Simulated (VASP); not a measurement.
Elastic constants (GPa) of a crystal from PBEsol GGA, VASP's PBE PAW potentials (set 64) run with VASP 6.6.1:

```tsv
	xx	yy	zz	yz	xz	xy
xx	300.1	91.5	91.5	0.0	0.0	0.0
yy	91.5	300.1	91.5	0.0	0.0	0.0
zz	91.5	91.5	300.1	0.0	0.0	0.0
yz	0.0	0.0	0.0	146.4	0.0	0.0
xz	0.0	0.0	0.0	0.0	146.4	0.0
xy	0.0	0.0	0.0	0.0	0.0	146.4
```

**Question.** Work out the Voigt, Reuss and Hill moduli, Young's modulus and Poisson's ratio.

**Answer.** All eigenvalues are positive (smallest 146.4 GPa), so the crystal is stable. K_V = (C11+C22+C33+2(C12+C13+C23))/9 = (900.3 + 2×274.5)/9 = 161.0 GPa; G_V = (900.3 − 274.5 + 3×439.2)/15 = 129.6 GPa. From the compliances, K_R = 161.0 GPa and G_R = 126.0 GPa. Hill: K = 161.0 GPa, G = 127.8 GPa, E = 9KG/(3K+G) = 303.2 GPa, ν = (3K−2G)/(2(3K+G)) = 0.186. K/G = 1.26, below Pugh's 1.75; universal anisotropy A^U = 0.14.

**Question.** With a density of 3.59 g/cm³, what are the mean sound speeds?

**Answer.** v_l = √((K+4G/3)/ρ) = 9.61 km/s and v_t = √(G/ρ) = 5.97 km/s. The crystal is MgO (rock salt), cubic.

The compound is MgO in the rock salt structure. The cell was not relaxed at this level.
